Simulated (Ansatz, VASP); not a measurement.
# TiC in two plane-wave programs, part 2 of 2

One calculation is typed for both programs; each brings its own data sets. How far apart do they land? The cell is taken from a series of runs on this material, whose earlier steps may have relaxed, scaled, displaced or heated it; both programs get it as it stands.

VASP 6.6.1 and Ansatz 0.2.0.

So far: Starting point; Ansatz: zone-centre phonons, PBEsol.

## 3. VASP: zone-centre phonons, PBEsol

Level of this step: PBEsol; plane waves and PAW (C, Ti_sv) (VASP).

The same cell, functional, mesh and smearing now go to VASP, with its own data sets.

Lines of VASP's logs that name or quote its potential files are left out, and so is its time.

File INCAR:

```
SYSTEM = TiC
PREC = Accurate
ENCUT = 600
EDIFF = 1E-08
NELM = 120
ISMEAR = 1
SIGMA = 0.2
LREAL = .FALSE.
ALGO = Normal
GGA = PS
NBANDS = 14
LASPH = .TRUE.
LORBIT = 11
LWAVE = .FALSE.
LCHARG = .FALSE.
ISIF = 2
IBRION = 8
GGA_COMPAT = .FALSE.
KPAR = 2
```

File POSCAR:

```
TiC
1.0
   -0.0233781061      2.1445296441      2.1445296441
    2.1445296441     -0.0233781061      2.1445296441
    2.1445296441      2.1445296441     -0.0233781061
C Ti
1 1
Direct
    0.5000000000      0.5000000000      0.5000000000
    0.0000000000      0.0000000000      0.0000000000
```

File KPOINTS:

```
Automatic mesh
0
Gamma
16 16 16
0 0 0
```

Potentials, in the order of the species: C and Ti_sv (PBE family, release 64).

Run with:

```bash
mpirun -np 2 vasp_std
```

Numbers of over 12 decimals in the logs are rounded to 6 here.

What it wrote:

```text
[banner, memory and clock lines left out]
running    2 mpi-ranks, on    1 nodes
 distrk:  each k-point on    1 cores,    2 groups
 distr:  one band on    1 cores,    1 groups

 POSCAR found type information on POSCAR C Ti
 POSCAR found :  2 types and       2 ions
|                                                                             |
|               ----> ADVICE to this user running VASP <----                  |
|                                                                             |
|     You enforced a specific xc type in the INCAR file but a different       |
|     [... a line on the potential file left out ...]
|     I HOPE YOU KNOW WHAT YOU ARE DOING!                                     |
|                                                                             |

 LDA part: xc-table for (Slater+PW92), standard interpolation
 POSCAR, INCAR and KPOINTS ok, starting setup
 FFT: planning ... GRIDC
 FFT: planning ... GRID_SOFT
 FFT: planning ... GRID
 WAVECAR not read
 entering main loop
       N       E                     dE             d eps       ncg     rms          rms(c)
DAV:   1     0.127467396998E+03    0.12747E+03   -0.88749E+03 11676   0.152E+03
DAV:   2    -0.162717952419E+02   -0.14374E+03   -0.13537E+03 12342   0.372E+02
DAV:   3    -0.248232334336E+02   -0.85514E+01   -0.83354E+01 15554   0.872E+01
DAV:   4    -0.251805440286E+02   -0.35731E+00   -0.35704E+00 14528   0.161E+01
DAV:   5    -0.251889962021E+02   -0.84522E-02   -0.84515E-02 15812   0.218E+00    0.187E+01
DAV:   6    -0.203897929953E+02    0.47992E+01   -0.12699E+01 16838   0.601E+01    0.672E+00
DAV:   7    -0.198427501483E+02    0.54704E+00   -0.20776E+00 14214   0.216E+01    0.518E+00
DAV:   8    -0.198092316277E+02    0.33519E-01   -0.11116E-01 13074   0.403E+00    0.326E+00
DAV:   9    -0.197998686864E+02    0.93629E-02   -0.11361E-01 13976   0.425E+00    0.780E-01
DAV:  10    -0.197988045047E+02    0.10642E-02   -0.10599E-02 16206   0.137E+00    0.728E-01
DAV:  11    -0.197962857426E+02    0.25188E-02   -0.55678E-03 12492   0.113E+00    0.177E-01
DAV:  12    -0.197962528532E+02    0.32889E-04   -0.35920E-04 13446   0.195E-01    0.519E-02
DAV:  13    -0.197962419672E+02    0.10886E-04   -0.26370E-05 13988   0.390E-02    0.717E-03
DAV:  14    -0.197962413938E+02    0.57333E-06   -0.10015E-06 15004   0.126E-02    0.256E-03
DAV:  15    -0.197962412612E+02    0.13261E-06   -0.22637E-07 15590   0.847E-03    0.186E-03
DAV:  16    -0.197962412225E+02    0.38712E-07   -0.69455E-08 12768   0.327E-03    0.265E-04
DAV:  17    -0.197962412271E+02   -0.45559E-08   -0.16487E-09  7158   0.417E-04
   1 F= -.19796241E+02 E0= -.19796185E+02  d E =-.169819E-03
 Linear response reoptimize wavefunctions to high precision
DAV:   1    -0.197962412294E+02   -0.23781E-08   -0.52846E-10 10476   0.162E-04
DAV:   2    -0.197962412294E+02   -0.45475E-11   -0.14834E-10  6318   0.941E-05
 Linear response DOF=           2
 Linear response progress:
  Degree of freedom:   1/  2
       N       E                     dE             d eps       ncg     rms          rms(c)
RMM:   1    -0.124094362146E+00   -0.12409E+00   -0.36311E-02 67583   0.221E+00
RMM:   2    -0.116078660704E+00    0.80157E-02   -0.52909E-03 60679   0.538E-01    0.134E-01
RMM:   3    -0.116749233015E+00   -0.67057E-03   -0.18049E-03 63764   0.230E-01    0.625E-02
RMM:   4    -0.117717569889E+00   -0.96834E-03   -0.65442E-04 65419   0.140E-01    0.150E-02
RMM:   5    -0.117842495527E+00   -0.12493E-03   -0.14039E-04 73462   0.561E-02    0.258E-03
RMM:   6    -0.117832023000E+00    0.10473E-04   -0.19190E-05 73053   0.229E-02    0.132E-03
RMM:   7    -0.117828741751E+00    0.32812E-05   -0.39633E-06 74741   0.108E-02    0.672E-04
RMM:   8    -0.117832353904E+00   -0.36122E-05   -0.79821E-07 73131   0.529E-03    0.320E-04
RMM:   9    -0.117830126994E+00    0.22269E-05   -0.42389E-08 75540   0.290E-03    0.114E-04
RMM:  10    -0.117830236277E+00   -0.10928E-06   -0.57873E-07 74336   0.154E-03    0.529E-05
RMM:  11    -0.117830073959E+00    0.16232E-06   -0.24265E-07 74759   0.851E-04    0.437E-05
RMM:  12    -0.117830087952E+00   -0.13993E-07   -0.40004E-08 77650   0.459E-04    0.377E-05
RMM:  13    -0.117830094096E+00   -0.61447E-08   -0.18736E-07 77594   0.253E-04    0.548E-05
RMM:  14    -0.117830109319E+00   -0.15223E-07   -0.38058E-08 70388   0.146E-04    0.418E-05
RMM:  15    -0.117830121003E+00   -0.11684E-07   -0.31358E-08 74035   0.864E-05    0.280E-05
RMM:  16    -0.117830125977E+00   -0.49736E-08   -0.93408E-09 73199   0.500E-05    0.162E-05
 first order change of Fermi-energy  -0.12166E-03
 force on displaced ion       1 direction 1 :  -9.927   0.264   0.264
 Linear response progress:
  Degree of freedom:   2/  2
       N       E                     dE             d eps       ncg     rms          rms(c)
RMM:   1    -0.698306727277E+00   -0.69831E+00    0.56484E+00 30873   0.138E+02
RMM:   2    -0.672329622100E+00    0.25977E-01   -0.24512E-01 53177   0.501E+00    0.228E-01
RMM:   3    -0.670631127092E+00    0.16985E-02   -0.18641E-02 63369   0.117E+00    0.113E-01
RMM:   4    -0.669769949947E+00    0.86118E-03   -0.78853E-03 69490   0.526E-01    0.222E-02
RMM:   5    -0.670304368269E+00   -0.53442E-03   -0.12683E-03 73400   0.212E-01    0.107E-02
RMM:   6    -0.670654310511E+00   -0.34994E-03   -0.33585E-04 73994   0.922E-02    0.734E-03
RMM:   7    -0.671114622951E+00   -0.46031E-03   -0.79900E-05 66417   0.480E-02    0.479E-03
RMM:   8    -0.671039005570E+00    0.75617E-04   -0.37304E-05 73296   0.245E-02    0.882E-04
RMM:   9    -0.670996934855E+00    0.42071E-04   -0.23266E-05 74236   0.141E-02    0.852E-04
RMM:  10    -0.671026435824E+00   -0.29501E-04   -0.15866E-05 72389   0.847E-03    0.199E-04
RMM:  11    -0.671036994394E+00   -0.10559E-04   -0.12280E-05 75998   0.563E-03    0.323E-05
RMM:  12    -0.671036345890E+00    0.64850E-06   -0.85492E-06 77052   0.387E-03    0.918E-05
RMM:  13    -0.671039933613E+00   -0.35877E-05   -0.69846E-06 70784   0.295E-03    0.359E-05
RMM:  14    -0.671040955516E+00   -0.10219E-05   -0.56185E-06 76837   0.228E-03    0.282E-05
RMM:  15    -0.671040842691E+00    0.11283E-06   -0.46087E-06 77140   0.184E-03    0.479E-05
RMM:  16    -0.671040985770E+00   -0.14308E-06   -0.36593E-06 77978   0.153E-03    0.574E-05
RMM:  17    -0.671041112651E+00   -0.12688E-06   -0.31527E-06 77097   0.130E-03    0.649E-05
RMM:  18    -0.671041311972E+00   -0.19932E-06   -0.25406E-06 71019   0.111E-03    0.694E-05
RMM:  19    -0.671041467634E+00   -0.15566E-06   -0.21456E-06 71091   0.965E-04    0.733E-05
RMM:  20    -0.671041492974E+00   -0.25341E-07   -0.18058E-06 70474   0.841E-04    0.787E-05
RMM:  21    -0.671041779228E+00   -0.28625E-06   -0.15750E-06 64964   0.742E-04    0.797E-05
 first order change of Fermi-energy   0.20093E-03
 force on displaced ion       2 direction 1 :  -9.957   0.263   0.263
 Linear response finished
```

OUTCAR, selected parts (step 3):

```text
ion  position               nearest neighbor table
   1  0.500  0.500  0.500-   2 2.16   2 2.16   2 2.16   2 2.16   2 2.16   2 2.16
   2  0.000  0.000  0.000-   1 2.16   1 2.16   1 2.16   1 2.16   1 2.16   1 2.16

  LATTYP: Found a trigonal (rhomboedric) cell.
 ALAT       =     3.0329130097
 COS(alpha) =     0.4890696656

 Subroutine GETGRP returns: Found 12 space group operations
 (whereof 12 operations were pure point group operations)

The static configuration has the point symmetry D_3d.

 Found    417 irreducible k-points:

   k-points           NKPTS =    417   k-points in BZ     NKDIM =    417   number of bands    NBANDS=     14

   dimension x,y,z NGX =    24 NGY =   24 NGZ =   24
   dimension x,y,z NGXF=    48 NGYF=   48 NGZF=   48

   ENCUT  =  600.0 eV  44.10 Ry    6.64 a.u.   6.06  6.06  6.06*2*pi/ulx,y,z

   NELECT =      16.0000    total number of electrons

 k-points in reciprocal lattice and weights: Automatic mesh
   0.00000000  0.00000000  0.00000000       0.000
   0.06250000  0.00000000  0.00000000       0.001
   0.12500000  0.00000000  0.00000000       0.001
   0.18750000 -0.00000000 -0.00000000       0.001
   0.25000000  0.00000000  0.00000000       0.001
   0.31250000  0.00000000  0.00000000       0.001
   0.37500000 -0.00000000 -0.00000000       0.001
   0.43750000  0.00000000  0.00000000       0.001
   0.50000000  0.00000000  0.00000000       0.001
[...]
-0.43750000  0.50000000  0.43750000       0.001
   0.50000000  0.50000000  0.50000000       0.000

 average (electrostatic) potential at core
       1 -44.4589       2 -70.7737

  Total       -0.4113677     -0.4113677     -0.4113677      0.2196731      0.2196731      0.2196731
  in kB      -32.8753804    -32.8753804    -32.8753804     17.5556709     17.5556709     17.5556709
  external PRESSURE =     -32.8753804 kB  Pullay stress =       0.0000000 kB

  energy-cutoff  :      600.00
  volume of cell :       20.05
      direct lattice vectors                 reciprocal lattice vectors
    -0.023378106  2.144529644  2.144529644    -0.229373111  0.231901129  0.231901129
     2.144529644 -0.023378106  2.144529644     0.231901129 -0.229373111  0.231901129
     2.144529644  2.144529644 -0.023378106     0.231901129  0.231901129 -0.229373111

 POSITION                                       TOTAL-FORCE (eV/Angst)
 -----------------------------------------------------------------------------------
      2.13284      2.13284      2.13284         0.000000     -0.000000      0.000000
      0.00000      0.00000      0.00000        -0.000000      0.000000     -0.000000
 -----------------------------------------------------------------------------------
    total drift:                                0.000000     -0.000000     -0.000000

 Eigenvectors and eigenvalues of the dynamical matrix
 ----------------------------------------------------

   1 f  =   16.110119 THz   101.222866 2PiTHz  537.375743 cm-1    66.626071 meV
             X         Y         Z           dx          dy          dz
      2.132841  2.132841  2.132841     0.184564    0.519229   -0.703793
      0.000000  0.000000  0.000000    -0.092574   -0.260436    0.353010

   2 f  =   16.110119 THz   101.222866 2PiTHz  537.375743 cm-1    66.626071 meV
             X         Y         Z           dx          dy          dz
      2.132841  2.132841  2.132841    -0.706112    0.512893    0.193219
      0.000000  0.000000  0.000000     0.354173   -0.257258   -0.096915

   3 f  =   15.472318 THz    97.215444 2PiTHz  516.100991 cm-1    63.988339 meV
             X         Y         Z           dx          dy          dz
      2.132841  2.132841  2.132841     0.516048    0.516048    0.516048
      0.000000  0.000000  0.000000    -0.258896   -0.258896   -0.258896

   4 f/i=    0.009355 THz     0.058779 2PiTHz    0.312047 cm-1     0.038689 meV
             X         Y         Z           dx          dy          dz
      2.132841  2.132841  2.132841     0.365176   -0.160418   -0.204758
      0.000000  0.000000  0.000000     0.728047   -0.319823   -0.408224

   5 f/i=    0.009355 THz     0.058779 2PiTHz    0.312047 cm-1     0.038689 meV
             X         Y         Z           dx          dy          dz
      2.132841  2.132841  2.132841    -0.025600    0.329051   -0.303451
      0.000000  0.000000  0.000000    -0.051039    0.656027   -0.604988

   6 f/i=    0.010319 THz     0.064837 2PiTHz    0.344207 cm-1     0.042676 meV
             X         Y         Z           dx          dy          dz
      2.132841  2.132841  2.132841     0.258896    0.258896    0.258896
      0.000000  0.000000  0.000000     0.516048    0.516048    0.516048

 ELASTIC MODULI CONTR FROM IONIC RELAXATION (kBar)
 Direction    XX          YY          ZZ          XY          YZ          ZX
 --------------------------------------------------------------------------------
 XX           0.0000      0.0000      0.0000      0.0000      0.0000      0.0000
 YY           0.0000      0.0000      0.0000      0.0000      0.0000      0.0000
 ZZ           0.0000      0.0000      0.0000      0.0000      0.0000      0.0000
 XY           0.0000      0.0000      0.0000      0.0000      0.0000      0.0000
 YZ           0.0000      0.0000      0.0000      0.0000      0.0000      0.0000
 ZX           0.0000      0.0000      0.0000      0.0000      0.0000      0.0000
 --------------------------------------------------------------------------------
```

## 4. Comparison

Known differences besides the potentials themselves: the cutoff is 420 eV in Ansatz and 600 eV in VASP; Ansatz makes its cores anew for this functional, VASP keeps those of its PBE data sets. Total energies have different zeros and are not compared.

Both answers:

```csv
quantity,Ansatz,VASP,difference
optical mode 1 (cm⁻¹),515.2,516.1,-0.17 %
optical mode 2 to 3 (cm⁻¹),536.2,537.4,-0.22 %
```

Modes are paired by rising frequency, not by their patterns, so a pair may set unlike modes beside each other; they are those without the splitting of longitudinal modes.

## 5. Results

```yaml
r_m_s_difference_of_the_optical_zone_centre_modes_each_program_s_sorted_by_frequency_zone_centre_phonons_pbesol: 1.1 cm⁻¹
```

The r.m.s. difference of the optical zone-centre modes, each program's sorted by frequency is 1.1 cm⁻¹ (zone-centre phonons, PBEsol). Such differences can come from data sets, numerical settings and the points named under the comparisons, not from the functional's error against experiment.

[Lines on the potential files, build, host, timing and source positions are cut from VASP's logs without a mark.]

[Logs are printed without paths, hosts, clocks, repeated set-up lines and the standing remarks that a program may print on its own settings, such as how far it seeks lower states.]

[Hosts, paths, dates, database ids (printed as entryN), source tags and the programs' standing remarks are cut or masked in the printed files.]
